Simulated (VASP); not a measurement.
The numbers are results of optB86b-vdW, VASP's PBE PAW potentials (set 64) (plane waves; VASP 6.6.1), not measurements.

VASP input:

INCAR:
```
ENCUT=520   # plane-wave cut-off (eV)
LREAL=.False.
LMAXMIX=4   # l cut-off of mixed one-centre charges
GGA=MK
LCHARG=.False.
LASPH=.True.   # aspherical one-centre terms
NSW=60   # most ionic steps
EDIFFG=-0.01   # ionic stop
LWAVE=.False.
ALGO=Normal
EDIFF=1E-6
ISIF=3   # ions, shape and volume
PREC=Accurate
PARAM2=1.0
ISMEAR=1
LUSE_VDW=.True.
NELM=100   # most electronic steps
AGGAC=0.0
IBRION=2
PARAM1=0.1234
SYSTEM=As
SIGMA=0.1
```

File POSCAR:
```
As
1
    3.6803640000    -1.8800000000     0.0000000000
    3.6803640000     1.8800000000     0.0000000000
    2.7200240000     0.0000000000     3.1114220000
As
2
Direct
  0.2270000000   0.2270000000   0.2270000000
  0.7730000000   0.7730000000   0.7730000000
```

**KPOINTS**
```
Automatic mesh
0
Gamma
11 11 11
0 0 0
```

POTCAR, in this order: As (PBE.64 set). Program: vasp_std.

Output of the run:

File OSZICAR:
```
       N       E                     dE             d eps       ncg     rms          rms(c)
DAV:   1     0.349086622244E+02    0.34909E+02   -0.43753E+03  2628   0.926E+02
DAV:   2    -0.519603821251E+01   -0.40105E+02   -0.38830E+02  4002   0.126E+02
DAV:   3    -0.646295328016E+01   -0.12669E+01   -0.12646E+01  3061   0.270E+01
DAV:   4    -0.646959100882E+01   -0.66377E-02   -0.66363E-02  3310   0.203E+00
DAV:   5    -0.646960655670E+01   -0.15548E-04   -0.15547E-04  2975   0.911E-02    0.329E+00
DAV:   6    -0.645682473629E+01    0.12782E-01   -0.96610E-03  2954   0.730E-01    0.199E+00
DAV:   7    -0.645190194548E+01    0.49228E-02   -0.19426E-02  2881   0.107E+00    0.917E-02
DAV:   8    -0.645200331152E+01   -0.10137E-03   -0.63369E-04  2705   0.196E-01    0.374E-02
DAV:   9    -0.645204757378E+01   -0.44262E-04   -0.79440E-05  3038   0.741E-02    0.150E-02
DAV:  10    -0.645204761628E+01   -0.42504E-07   -0.49888E-06  2941   0.154E-02
   1 F= -.64520476E+01 E0= -.64520206E+01  d E =-.645205E+01
       N       E                     dE             d eps       ncg     rms          rms(c)
DAV:   1    -0.649567362465E+01   -0.43626E-01   -0.15257E+00  2790   0.766E+00    0.903E-01
DAV:   2    -0.647035051644E+01    0.25323E-01   -0.45885E-02  2711   0.163E+00    0.567E-01
DAV:   3    -0.645796245341E+01    0.12388E-01   -0.32529E-02  2705   0.103E+00    0.102E-01
DAV:   4    -0.645793389616E+01    0.28557E-04   -0.29901E-04  2735   0.145E-01    0.661E-02
DAV:   5    -0.645791913958E+01    0.14757E-04   -0.51040E-05  3108   0.563E-02    0.165E-02
DAV:   6    -0.645792065058E+01   -0.15110E-05   -0.51595E-06  2704   0.178E-02    0.615E-03
DAV:   7    -0.645792120807E+01   -0.55749E-06   -0.32483E-07  1346   0.430E-03
   2 F= -.64579212E+01 E0= -.64579262E+01  d E =-.587359E-02
       N       E                     dE             d eps       ncg     rms          rms(c)
DAV:   1    -0.647484720718E+01   -0.16927E-01   -0.31508E-01  2777   0.356E+00    0.414E-01
DAV:   2    -0.646971948854E+01    0.51277E-02   -0.87856E-03  2725   0.716E-01    0.255E-01
DAV:   3    -0.646726050498E+01    0.24590E-02   -0.64341E-03  2726   0.459E-01    0.537E-02
DAV:   4    -0.646725426116E+01    0.62438E-05   -0.51107E-05  2763   0.618E-02    0.363E-02
DAV:   5    -0.646724916921E+01    0.50920E-05   -0.94741E-06  2961   0.249E-02    0.678E-03
DAV:   6    -0.646724894413E+01    0.22508E-06   -0.88081E-07  1363   0.766E-03
   3 F= -.64672489E+01 E0= -.64672491E+01  d E =-.152013E-01
       N       E                     dE             d eps       ncg     rms          rms(c)
DAV:   1    -0.646788987284E+01   -0.64070E-03   -0.16695E-02  2663   0.752E-01    0.604E-02
DAV:   2    -0.646780280190E+01    0.87071E-04   -0.56408E-04  2737   0.171E-01    0.333E-02
DAV:   3    -0.646775914234E+01    0.43660E-04   -0.17610E-04  3095   0.780E-02    0.807E-03
DAV:   4    -0.646775972850E+01   -0.58616E-06   -0.10022E-05  2696   0.240E-02    0.471E-03
DAV:   5    -0.646775952858E+01    0.19993E-06   -0.79002E-07  1359   0.665E-03
   4 F= -.64677595E+01 E0= -.64677821E+01  d E =-.510584E-03
       N       E                     dE             d eps       ncg     rms          rms(c)
DAV:   1    -0.646985120570E+01   -0.20915E-02   -0.15106E-01  2663   0.227E+00    0.182E-01
DAV:   2    -0.646907260131E+01    0.77860E-03   -0.50694E-03  2704   0.512E-01    0.100E-01
DAV:   3    -0.646867842691E+01    0.39417E-03   -0.15915E-03  3123   0.235E-01    0.239E-02
DAV:   4    -0.646868381969E+01   -0.53928E-05   -0.89978E-05  2690   0.722E-02    0.143E-02
DAV:   5    -0.646868328541E+01    0.53428E-06   -0.74582E-06  3069   0.199E-02
   5 F= -.64686833E+01 E0= -.64687521E+01  d E =-.143434E-02
       N       E                     dE             d eps       ncg     rms          rms(c)
DAV:   1    -0.646895589481E+01   -0.27208E-03   -0.25219E-02  2664   0.927E-01    0.744E-02
DAV:   2    -0.646882820627E+01    0.12769E-03   -0.84734E-04  2706   0.210E-01    0.412E-02
DAV:   3    -0.646876343062E+01    0.64776E-04   -0.26423E-04  3129   0.958E-02    0.985E-03
DAV:   4    -0.646876436967E+01   -0.93905E-06   -0.14835E-05  2694   0.294E-02    0.587E-03
DAV:   5    -0.646876416507E+01    0.20460E-06   -0.12222E-06  1426   0.832E-03
   6 F= -.64687642E+01 E0= -.64688360E+01  d E =-.151522E-02
       N       E                     dE             d eps       ncg     rms          rms(c)
DAV:   1    -0.646928675046E+01   -0.52238E-03   -0.49486E-02  2648   0.132E+00    0.843E-02
DAV:   2    -0.646916501064E+01    0.12174E-03   -0.14116E-03  2817   0.286E-01    0.503E-02
DAV:   3    -0.646904167570E+01    0.12333E-03   -0.32159E-04  2856   0.103E-01    0.108E-02
DAV:   4    -0.646904125485E+01    0.42085E-06   -0.45284E-06  3082   0.175E-02
   7 F= -.64690413E+01 E0= -.64691128E+01  d E =-.277090E-03
```

### OUTCAR
```
------------------------ aborting loop because EDIFF is reached ----------------------------------------
  FORCE on cell =-STRESS in cart. coord.  units (eV):
  Direction    XX          YY          ZZ          XY          YZ          ZX
  --------------------------------------------------------------------------------------
  Total        0.0001813     -0.0144836     -0.0130865     -0.0000000     -0.0000000      0.0045263
  in kB        0.0066254     -0.5292191     -0.4781721     -0.0000000     -0.0000000      0.1653883
  external PRESSURE =      -0.3335886 kB  Pullay stress =       0.0000000 kB
  volume of cell :       43.85
      direct lattice vectors                 reciprocal lattice vectors
     3.642619283 -1.909391886 -0.029409224     0.136326131 -0.261863478 -0.116147505
     3.642619283  1.909391886 -0.029409224     0.136326131  0.261863478 -0.116147505
     2.667265348  0.000000000  3.130656691     0.002561281 -0.000000000  0.317239634
 POSITION                                       TOTAL-FORCE (eV/Angst)
 -----------------------------------------------------------------------------------
      2.27792      0.00000      0.70308        -0.000330     -0.000000     -0.000102
      7.67459      0.00000      2.36876         0.000330      0.000000      0.000102
 -----------------------------------------------------------------------------------
    total drift:                               -0.000000      0.000000      0.000000
  FREE ENERGIE OF THE ION-ELECTRON SYSTEM (eV)
  ---------------------------------------------------
  free  energy   TOTEN  =        -6.4690412549 eV

  energy  without entropy=       -6.4692559769  energy(sigma->0) =       -6.46911283

 reached required accuracy - stopping structural energy minimisation
```
(Selected blocks of OUTCAR.)

### CONTCAR
```
As
   1.00000000000000
     3.6426192832528739   -1.9093918862926933   -0.0294092243026362
     3.6426192832528739    1.9093918862926933   -0.0294092243026362
     2.6672653482218043    0.0000000000000000    3.1306566913578076
  As
     2
Direct
     0.2288789518561387    0.2288789518561387    0.2288789518514316
     0.7711210481438613    0.7711210481438613    0.7711210481485684
```

The compound is As in the a7 structure. This run relaxes it. Symmetry was kept, so distortions that lower it aren't found.
